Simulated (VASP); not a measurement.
Method: r2SCAN meta-GGA, VASP's PBE PAW potentials (set 64) (plane waves; VASP 6.6.1). Each cell was relaxed at this level, without spin-orbit coupling.

Q: Which of these comes out without a gap?
A) SiO2, P4_12_12 (92)
B) PbO, P4/nmm (129)
C) Ru, P6_3/mmc (194)
D) BeTe, F-43m (216)

A: C, Ru, P6_3/mmc (194). The others have gaps of 2.37 eV (BeTe, F-43m (216)), 1.77 eV (PbO, P4/nmm (129)), 6.35 eV (SiO2, P4_12_12 (92)).
